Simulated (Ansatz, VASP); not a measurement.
**La3Tl: VASP beside Ansatz**

```
La Tl
1.0
     4.99161    0.00000    0.00000
     0.00000    4.99161    0.00000
     0.00000    0.00000    4.99161
La Tl
3 1
Direct
  0.00000 0.50000 0.50000
  0.50000 0.00000 0.50000
  0.50000 0.50000 0.00000
  0.00000 0.00000 0.00000
```

Change from the starting cell: volume scaled by 0.96.

Alike in both runs: task single point; functional LDA; k mesh 8 × 8 × 8; occupations fermi-dirac, width 0.08 eV; no spin polarisation.

|  | VASP | Ansatz |
| --- | --- | --- |
| version | VASP 6.6.1 | Ansatz 0.2.0 |
| potentials or method | VASP PAW LDA potentials, release 64 (La, Tl_d), cutoff 520 eV | all-electron LAPW, scalar-relativistic |

|  | VASP | Ansatz | Ansatz less VASP |
| --- | --- | --- | --- |
| pressure (GPa) | -2.2 | -2.1 | +0.05 |

Ansatz ran all-electron here, so the differences hold the error of VASP's frozen core and of both bases.

The runs have no spin-orbit coupling, so splittings on La, Tl are missing.
